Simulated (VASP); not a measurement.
Here is a VASP 6.6.1 calculation.

File INCAR:

```
SYSTEM = CaC2
ALGO     = Normal         ! electronic algorithm
EDIFF    = 1E-7           ! SCF threshold, eV
ENCUT    = 520            ! plane-wave cutoff, eV
ISIF     = 2              ! what is computed and relaxed
ISMEAR   = 0              ! smearing method
LASPH    = .True.         ! aspherical terms in the spheres
LCHARG   = .False.        ! write CHGCAR
LREAL    = .False.        ! projectors in reciprocal space
LWAVE    = .False.        ! write WAVECAR
NBANDS   = 16             ! bands
NELM     = 100            ! most SCF steps
PREC     = Accurate       ! precision mode
SIGMA    = 0.05           ! smearing width, eV
```

KPOINTS

```
k-points
0
Gamma
  10 10 10
  0 0 0
```

Contents of POSCAR:

```
CaC2
1.0
   -2.0310135294      2.0310135294      3.2021112425
    2.0310135294     -2.0310135294      3.2021112425
    2.0310135294      2.0310135294     -3.2021112425
Ca C
1 2
Direct
    0.0000000000      0.0000000000      0.0000000000
    0.5978927200      0.5978927200      0.0000000000
    0.4021072800      0.4021072800      0.0000000000
```

Potentials or basis: VASP PAW LDA potentials, release 64 (Ca_sv, C).

The run is started by

```sh
$ cat potpaw_LDA.64/Ca_sv/POTCAR potpaw_LDA.64/C/POTCAR > POTCAR
$ mpirun -np 1 vasp_std > vasp.out
```

(1) Estimate the band gap on the k mesh.

(2) What does it give for the largest force?

(3) Estimate the pressure.

## Answers

(1) 1.61 eV, indirect (least direct gap 2.55 eV).

(2) 0.346 eV/Å.

(3) -6.9 GPa.

Caveat: the standard files for N, O and F lose accuracy on very short bonds.
